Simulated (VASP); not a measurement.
Consider the following.

```cif
data_Sr4
_chemical_formula_sum 'Sr4'
_space_group_name_H-M_alt 'Fm-3m'
_space_group_IT_number 225
_space_group_name_Hall '-F 4 2 3'
_cell_length_a 5.78481
_cell_length_b 5.78481
_cell_length_c 5.78481
_cell_angle_alpha 90.000
_cell_angle_beta 90.000
_cell_angle_gamma 90.000
loop_
_atom_site_label
_atom_site_type_symbol
_atom_site_symmetry_multiplicity
_atom_site_Wyckoff_symbol
_atom_site_fract_x
_atom_site_fract_y
_atom_site_fract_z
_atom_site_occupancy
Sr1 Sr 4 a 0.00000 0.00000 0.00000 1
```
(The calculation used a cell of 1 atom; values per cell refer to that cell.)

Calculation: LDA (Ceperley-Alder, Perdew-Zunger), VASP's LDA PAW potentials (set 64) (plane waves; VASP). Run with 520 eV cut-off, 8×8×8 Γ-centred mesh, Gaussian smearing of 0.050 eV, potentials Sr_sv.

### Question
Give the energy at these volumes per atom, relative to the lowest: 45.50, 46.95, 48.41, 49.86, 51.31 Å³.

### Answer
8.7, 2.1, 0.0, 1.9, 7.3 meV/atom. A third-order Birch-Murnaghan fit gives B0 = 14.7 GPa and B0′ = 3.8.

Measured: bulk modulus 12.5 GPa at 0 K (computed value off by +17.4 %), as given by H. Levämäki et al., Physical Review B (2014), arXiv:1402.3671 [corrected for temperature and zero-point phonon effects]; a 6.045 Å at 0 K (computed value off by -4.3 %), as given by Gábor I. Csonka et al., Physical Review B (2009), arXiv:0903.4037 [low-temperature or extrapolated to 0 K; zero-point anharmonic expansion removed].

The compound is Sr in the fcc structure. It was relaxed first, which changed the volume by -14 %.
